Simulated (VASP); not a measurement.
OSZICAR of a VASP run on Rb (space group I4_1/amd):

File OSZICAR:
```
       N       E                     dE             d eps       ncg     rms          rms(c)
DAV:   1     0.102863533761E+03    0.10286E+03   -0.52958E+03  1640   0.702E+02
DAV:   2     0.908153897064E+01   -0.93782E+02   -0.92389E+02  2074   0.191E+02
DAV:   3    -0.167309935458E+01   -0.10755E+02   -0.10672E+02  2414   0.568E+01
DAV:   4    -0.201624595100E+01   -0.34315E+00   -0.34220E+00  2112   0.110E+01
DAV:   5    -0.202616731597E+01   -0.99214E-02   -0.99201E-02  2324   0.160E+00    0.265E+00
DAV:   6    -0.202381588181E+01    0.23514E-02   -0.57494E-03  2024   0.469E-01    0.159E+00
DAV:   7    -0.202328820056E+01    0.52768E-03   -0.11627E-03  2244   0.185E-01    0.899E-01
DAV:   8    -0.202293906700E+01    0.34913E-03   -0.21663E-03  1926   0.279E-01    0.531E-02
DAV:   9    -0.202297995978E+01   -0.40893E-04   -0.14359E-04  2186   0.647E-02    0.263E-02
DAV:  10    -0.202299420642E+01   -0.14247E-04   -0.24549E-05  1874   0.394E-02    0.825E-03
DAV:  11    -0.202299407266E+01    0.13376E-06   -0.36085E-06  1970   0.125E-02
   1 F= -.20229941E+01 E0= -.20107115E+01  d E =-.245652E-01  mag=     0.0000    -0.0000    -0.0000
```

**Question.** Which electronic solver shows in the log?

**Answer.** It is blocked Davidson (ALGO = Normal, or the opening steps of other solvers). The INCAR had ALGO = Normal.

**Question.** How was spin treated?

**Answer.** With non-collinear spinors: mag has three components.

**Question.** Can the final energy be trusted as converged?

**Answer.** Self-consistency was reached. It stopped with EDIFF = 1E-6, NELM = 100 (LDA (Ceperley-Alder, Perdew-Zunger) with spin-orbit coupling, plane waves, VASP's LDA PAW potentials (set 64)).

The structure was generated: Rb was put into an ordered model structure, which need not be its known phase. The cell was not relaxed at this level. The run is one of a series of settings (GGA_COMPAT = .FALSE., LNONCOLLINEAR = .TRUE., LSORBIT = .TRUE., MAGMOM = 0.0 0.0 0.0 0.0 0.0 0.0, program vasp_ncl against the base run), some of them coarse on purpose.
